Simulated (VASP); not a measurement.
Zn6C:

```
Zn C
1.0
    -3.15731    3.15731    3.15731
     3.15731   -3.15731    3.15731
     3.15731    3.15731   -3.15731
Zn C
6 1
Direct
  0.00000 0.32045 0.32045
  0.00000 0.67955 0.67955
  0.32045 0.00000 0.32045
  0.67955 0.00000 0.67955
  0.32045 0.32045 0.00000
  0.67955 0.67955 0.00000
  0.00000 0.00000 0.00000
```

The cell was built by a generator and needn't be a form met in nature.

- Program: VASP 6.6.1
- Task: relaxation of cell and atoms
- Functional: PBEsol
- Dispersion: rVV10
- Potentials or basis: VASP PAW PBE potentials, release 64 (Zn, C)
- Cutoff: 600 eV
- k mesh: 5 × 5 × 5
- Occupations: fermi-dirac, width 0.05 eV
- Spin: no spin polarisation

At the start: pressure -3.6 GPa; volume 17.99 Å³/atom.

Problem. How do energy, volume and symmetry change on relaxing?

Solution. Over 6 steps the energy falls by 10.8 meV/atom and the volume is 17.07 Å³/atom (-5.1 %); space group Im-3m (No. 229, to 0.05 Å).

Step by step:
| step | energy change (eV) | largest force (eV/Å) | pressure (GPa) | volume (Å³) |
| --- | --- | --- | --- | --- |
| 1 | 0.0000 | 0.0320 | -3.56 | 125.90 |
| 2 | -0.0739 | 0.0791 | 0.40 | 118.75 |
| 3 | -0.0750 | 0.0670 | 0.03 | 119.41 |
| 4 | -0.0750 | 0.0646 | -0.05 | 119.54 |
| 5 | -0.0752 | 0.0394 | -0.02 | 119.46 |
| 6 | -0.0754 | 0.0010 | -0.03 | 119.49 |

Final structure:
```
Zn C
1.0
    -3.10284    3.10284    3.10284
     3.10284   -3.10284    3.10284
     3.10284    3.10284   -3.10284
Zn C
6 1
Cartesian
  1.9892 0.0000 0.0000
  4.2165 0.0000 0.0000
  0.0000 1.9892 0.0000
  0.0000 4.2165 0.0000
  0.0000 0.0000 1.9892
  0.0000 0.0000 4.2165
  0.0000 0.0000 0.0000
```

Caveat: the PAW data sets were made with another functional, which shifts forces and pressure a little.
